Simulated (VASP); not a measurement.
Given:

```
Ag2O
1.0
    4.65804     0.00000     0.00000
    0.00000     4.65804     0.00000
    0.00000     0.00000     4.65804
Ag O
4 2
Direct
  0.75000   0.25000   0.75000
  0.25000   0.75000   0.75000
  0.75000   0.75000   0.25000
  0.25000   0.25000   0.25000
  0.00000   0.00000   0.00000
  0.50000   0.50000   0.50000
```

Level of theory: PBEsol GGA, VASP's PBE PAW potentials (set 64) (plane waves; VASP 6.6.1). Run with 520 eV cut-off, 7×7×7 Γ-centred mesh, first-order Methfessel-Paxton smearing of 0.10 eV, potentials Ag O.

Problem. The job: Ag$_{2}$O (cuprite), 6 atoms, PBEsol, static run, 520 eV, 7×7×7 Γ-centred mesh. Roughly how much core time does it take on a busy server core?

Solution. About 2 core-minutes (one run on a shared machine, a rough figure). It had 20 irreducible k-points, 33 bands, up to 2777 plane waves and 16 electronic steps.

The compound is Ag2O in the cuprite structure. This cell is one point of a volume scan, at 0.97 of the reference volume.
